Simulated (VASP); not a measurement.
Input of a VASP 6.6.1 run:

The input run.py:

```python
from ase.calculators.vasp import Vasp
from ase.dft.bandgap import bandgap
from ase.io import read

atoms = read('POSCAR')
calc = Vasp(
    directory='calc',
    xc='lda',
    pp='LDA',
    setups='minimal',
    prec='Accurate',
    encut=500,
    ediff=1e-07,
    ismear=0,
    sigma=0.02,
    lreal=False,
    lasph=True,
    nelm=80,
    algo='Normal',
    isif=2,
    lwave=False,
    lcharg=False,
    kpts=[6, 5, 5],
    gamma=True,
)
atoms.calc = calc

print('energy (eV):', atoms.get_potential_energy())
print('free energy (eV):', atoms.get_potential_energy(force_consistent=True))
print('forces (eV/A):')
print(atoms.get_forces())
print('stress (eV/A^3, Voigt):', atoms.get_stress())
print('Fermi level (eV):', calc.get_fermi_level())
gap, top, bottom = bandgap(calc)
print('band gap (eV):', gap, 'from (spin, k, band)', top, 'to', bottom)
```

Contents of POSCAR:

```
LaMg6Si
1.0
    4.9002060000      0.0000000000      0.0000000000
    0.0000000000      2.9561180000      6.7304940000
    0.0000000000     -2.9561180000      6.7304940000
La Si Mg
1 1 6
Direct
    0.5000000000      0.1974220000      0.1974220000
    0.5000000000      0.6288580000      0.6288580000
    0.0000000000      0.7850820000      0.7850820000
    0.0000000000      0.3619110000      0.3619110000
    0.0000000000      0.3243910000      0.8211370000
    0.0000000000      0.8211370000      0.3243910000
    0.5000000000      0.1868530000      0.6943420000
    0.5000000000      0.6943420000      0.1868530000
```

Potentials or basis: VASP PAW LDA potentials, release 64 (La, Si, Mg).

Command:

```bash
$ python run.py
```

(1) Estimate the band gap on the k mesh.

(2) Predict the largest force.

(3) Predict the pressure.

## Answers

(1) none (metal or under the smearing width).

(2) 0.055 eV/Å.

(3) -2.8 GPa.
